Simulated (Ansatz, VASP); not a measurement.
**Mn2InN2 in VASP and in Ansatz**

```
In Mn N
1.0
     2.73948   -1.59093    0.00000
     2.73948    1.59093    0.00000
    -0.02252    0.00000    7.30627
In Mn N
1 2 2
Direct
  0.00000 0.00000 0.50000
  0.66643 0.66643 0.88568
  0.33357 0.33357 0.11432
  0.66795 0.66795 0.15190
  0.33205 0.33205 0.84810
```

Change from the starting cell: volume scaled by 0.96.

Alike in both runs: task single point; functional PBE; k mesh 10 × 10 × 4; occupations fermi-dirac, width 0.05 eV; collinear spin, ferromagnetic start.

|  | VASP | Ansatz |
| --- | --- | --- |
| version | VASP 6.6.1 | Ansatz 0.2.0 |
| potentials or method | VASP PAW PBE potentials, release 64 (In_d, Mn_pv, N) | Ansatz PAW |
| plane-wave cutoff (eV) | 520 | 420 |
| valence electrons in the cell | 49 | 53 |

Ansatz gave:

| Property | Result |
| --- | --- |
| gap on the k mesh at the Fermi level (eV) | none |
| pressure (GPa) | 6.1 |
| largest component of the traceless stress (GPa) | 1.78 |
| rms of the force components (eV/Å) | 0.130 |
| net moment per atom (μB) | 0.53 |
| size of the moment on the site where the two differ most (μB) | 1.17 |

Task: Estimate VASP's values.

Result: gap on the k mesh at the Fermi level (eV): none; pressure (GPa): 6.6; largest component of the traceless stress (GPa): 1.94; rms of the force components (eV/Å): 0.157; net moment per atom (μB): 0.53; size of the moment on the site where the two differ most (μB): 1.36.

Site moments also hang on the region over which each program counts them. Atom by atom the forces differ by 0.027 eV/Å (rms over components). A gap of «none» marks a metal or a gap that the smearing closes. The two sets of potentials don't hold the same shells in valence.

Caveats: only a ferromagnetic start was run, and an antiferromagnetic order may lie lower in energy; the moment fell far below its start of 4 μB, so a state of higher moment may lie lower in energy (VASP); the pressure holds a Pulay correction of +0.3 GPa for the finite cutoff (Ansatz).
